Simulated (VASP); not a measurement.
Here is the system:

```
SrCl2
1.0
    0.00000     3.39903     3.39903
    3.39903     0.00000     3.39903
    3.39903     3.39903     0.00000
Sr Cl
1 2
Cartesian
  6.79806   3.39903   3.39903
  1.69952   1.69952   1.69952
  5.09855   5.09855   5.09855
```

Method: vdW-DF-cx, VASP's PBE PAW potentials (set 64) (plane waves; VASP). Numerical set-up: 520 eV cut-off, 6×6×6 Γ-centred mesh, Gaussian smearing of 0.050 eV, potentials Sr_sv Cl.

Problem. Estimate the energy per atom (σ→0), pressure, band gap (on the k-mesh) with the smallest direct gap where there is one.

Solution. 
* **band gap (on the k-mesh)**: 5.41 eV
* **smallest direct gap (on the k-mesh)**: 5.41 eV
* **energy per atom (σ→0)**: -2.448 eV/atom
* **pressure**: 2.69 GPa

The compound is SrCl2 in the fluorite structure. This cell is one point of a volume scan, at 0.94 of the reference volume.
